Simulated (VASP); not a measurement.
VASP ran on this input.

File POSCAR:
```
Sr2Si
1
    4.3865580000     0.0000000000     0.0000000000
   -2.1932790000     3.7988710000     0.0000000000
    0.0000000000     0.0000000000     7.0764290000
Si Sr
1 2
Direct
  0.0000000000   0.0000000000   0.0000000000
  0.3333330000   0.6666670000   0.2520000000
  0.6666670000   0.3333330000   0.7480000000
```

File KPOINTS:
```
Automatic mesh
0
Gamma
6 6 4
0 0 0
```

INCAR:
```
SYSTEM = Sr2Si
PREC = Accurate
ENCUT = 400
EDIFF = 1E-6
NELM = 100
ALGO = Normal
LREAL = .FALSE.
LASPH = .TRUE.
ISMEAR = 1
SIGMA = 0.1
GGA = PE
LMAXMIX = 4
LWAVE = .FALSE.
LCHARG = .FALSE.
ISIF = 2
NBANDS = 11
```

POTCAR, in this order: Si Sr_sv (PBE.64 set). Program: vasp_std.

Output of the run:

**standard output**
```
 POSCAR found type information on POSCAR SiSr
 POSCAR found :  2 types and       3 ions
 Reading from existing POTCAR
 Reading from existing POTCAR
 LDA part: xc-table for (Slater+PW92), standard interpolation

 -----------------------------------------------------------------------------
|                                                                             |
|     EEEEEEE  RRRRRR   RRRRRR   OOOOOOO  RRRRRR      ###     ###     ###     |
|     E        R     R  R     R  O     O  R     R     ###     ###     ###     |
|     E        R     R  R     R  O     O  R     R     ###     ###     ###     |
|     EEEEE    RRRRRR   RRRRRR   O     O  RRRRRR       #       #       #      |
|     E        R   R    R   R    O     O  R   R                               |
|     E        R    R   R    R   O     O  R    R      ###     ###     ###     |
|     EEEEEEE  R     R  R     R  OOOOOOO  R     R     ###     ###     ###     |
|                                                                             |
|     The number of bands is not sufficient to hold all electrons. I am       |
|     sorry, but this calculation does not make sense. If you want to         |
|     calculate only selected states, you need to set either EFERMI or        |
|     EREF. EREF specifies around which energy states are supposed to be      |
|     calculated.                                                             |
|     I found NBANDS = 11, NELECT = 24.                                       |
|                                                                             |
|       ---->  I REFUSE TO CONTINUE WITH THIS SICK JOB ... BYE!!! <----       |
|                                                                             |
 -----------------------------------------------------------------------------
```

Q: Read the log: what went wrong, and how is it fixed?

A: The cause: NBANDS is too small to hold all electrons. VASP stops with an error: The number of bands is not sufficient to hold all electrons. I am sorry, but this calculation does not make sense. If you want to calculate only selected states, you need to set either EFERMI or EREF. EREF specifies around which energy states are supposed to be calculated. I found NBANDS = 11, NELECT = 24. ----> I REFUSE TO CONTINUE WITH THIS SICK JOB ... BYE!!! <---- To mend it, remove NBANDS.

The mended run (PBE GGA, plane waves, VASP's PBE PAW potentials (set 64)) converges, and its OSZICAR ends with
```
   1 F= -.87135776E+01 E0= -.87122086E+01  d E =-.410679E-02
```

The structure was generated: Sr2Si was put into the CdI2 type (P-3m1), which need not be its known phase. The cell was not relaxed at this level.
